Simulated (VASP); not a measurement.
An input for Quantum ESPRESSO's pw.x (written as the equivalent of a VASP run, and not itself run):

```
&CONTROL
  calculation = 'scf'
  pseudo_dir = './pseudo'
  outdir = './out'
  tprnfor = .true.
  tstress = .true.
/
&SYSTEM
  ibrav = 0
  nat = 2
  ntyp = 2
  ecutwfc = 88
  occupations = 'smearing'
  smearing = 'gaussian'
  degauss = 0.003675
  input_dft = 'vdw-df-obk8'
/
&ELECTRONS
  conv_thr = 7.3e-09
  electron_maxstep = 100
/
ATOMIC_SPECIES
  Be 9.012 Be.upf
  Se 78.971 Se.upf
CELL_PARAMETERS angstrom
     0.0000000    2.5647610    2.5647610
     2.5647610    0.0000000    2.5647610
     2.5647610    2.5647610    0.0000000
ATOMIC_POSITIONS crystal
  Be   0.0000000  0.0000000  0.0000000
  Se   0.2500000  0.2500000  0.2500000
K_POINTS automatic
  9 9 9 0 0 0
```

Question: Write the VASP files for the same calculation (optB88-vdW).

Answer: Several could match; the one computed here: 
POSCAR:
```
BeSe
1
    0.0000000000     2.5647610262     2.5647610262
    2.5647610262     0.0000000000     2.5647610262
    2.5647610262     2.5647610262     0.0000000000
Be Se
1 1
Direct
  0.0000000000   0.0000000000   0.0000000000
  0.2500000000   0.2500000000   0.2500000000
```

### KPOINTS
```
Automatic mesh
0
Gamma
9 9 9
0 0 0
```

INCAR:
```
SYSTEM=BeSe
PREC=Accurate; ENCUT=520; LREAL=.False.
LASPH=.True.
EDIFF=1E-7; NELM=100; ALGO=Normal
LMAXMIX=4
ISMEAR=0; SIGMA=0.05
GGA=BO; LUSE_VDW=.True.; AGGAC=0.0
PARAM1=0.1833333333; PARAM2=0.22
ISIF=2
LWAVE=.False.; LCHARG=.False.
```

POTCAR, in this order: Be Se (PBE.64 set). Program: vasp_std.

What does not carry over: the potentials are each code's own (VASP's PAW set, PseudoDojo norm-conserving files in pw.x), so ENCUT and ecutwfc are chosen apart and not converted; conv_thr bounds pw.x's estimated SCF error, while EDIFF bounds the energy change between steps.

The compound is BeSe in the zinc blende structure. This cell is one point of a volume scan, at 0.97 of the reference volume.
